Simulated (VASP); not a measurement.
OSZICAR of a VASP run on Ti (hcp):

**OSZICAR**
```
       N       E                     dE             d eps       ncg     rms          rms(c)
DAV:   1     0.228442043728E+03    0.22844E+03   -0.11972E+04  2056   0.156E+03
DAV:   2     0.980577258229E+01   -0.21864E+03   -0.21731E+03  2128   0.454E+02
DAV:   3    -0.167957357816E+02   -0.26602E+02   -0.26251E+02  4048   0.129E+02
DAV:   4    -0.178685319781E+02   -0.10728E+01   -0.10728E+01  2072   0.272E+01
DAV:   5    -0.179281087277E+02   -0.59577E-01   -0.59576E-01  3432   0.437E+00    0.112E+01
DAV:   6    -0.155977072596E+02    0.23304E+01   -0.93167E+00  2408   0.341E+01    0.266E+00
DAV:   7    -0.155803824262E+02    0.17325E-01   -0.77285E-01  3056   0.711E+00    0.197E+00
DAV:   8    -0.155976436826E+02   -0.17261E-01   -0.19803E-01  2456   0.599E+00    0.647E-01
DAV:   9    -0.155883988930E+02    0.92448E-02   -0.56843E-02  2464   0.252E+00    0.507E-02
DAV:  10    -0.155884911246E+02   -0.92232E-04   -0.16541E-03  3008   0.317E-01    0.637E-02
DAV:  11    -0.155885469914E+02   -0.55867E-04   -0.14304E-04  2504   0.102E-01    0.177E-02
DAV:  12    -0.155885370952E+02    0.98962E-05   -0.41394E-05  3032   0.381E-02    0.239E-03
DAV:  13    -0.155885364110E+02    0.68418E-06   -0.78765E-07  1480   0.118E-02
   1 F= -.15588536E+02 E0= -.15588251E+02  d E =-.857697E-03
```

Problem. Which electronic solver shows in the log?

Solution. It is blocked Davidson (ALGO = Normal, or the opening steps of other solvers). The INCAR had ALGO = Normal.

Problem. Can the final energy be trusted as converged?

Solution. The calculation finished and met its thresholds. It stopped with EDIFF = 1E-6, NELM = 100 (PBE GGA, plane waves, VASP's PBE PAW potentials (set 64)).

The compound is Ti in the hcp structure. The cell was not relaxed at this level.
